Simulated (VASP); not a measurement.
Given:

```
EuO
1.0
    0.00000     2.47313     2.47313
    2.47313     0.00000     2.47313
    2.47313     2.47313     0.00000
Eu O
1 1
Direct
  0.00000   0.00000   0.00000
  0.50000   0.50000   0.50000
```

The numbers are results of PBEsol GGA, VASP's PBE PAW potentials (set 64) (plane waves; VASP), not measurements. Run with 520 eV cut-off, 9×9×9 Γ-centred mesh, Gaussian smearing of 0.050 eV, potentials Eu_2 O.

The 4f electrons are frozen in the core of the lanthanide potential, so 4f levels, which can set the real gap, and their magnetism are missing.

Problem. Estimate the energy per atom (σ→0), pressure.

Solution. 
The energy per atom (σ→0) is -7.022 eV/atom and the pressure is -3.53 GPa.

Only differences to runs with the same potentials and settings are physical.

The compound is EuO in the rock salt structure. This cell is one point of a volume scan, at 1.03 of the reference volume.
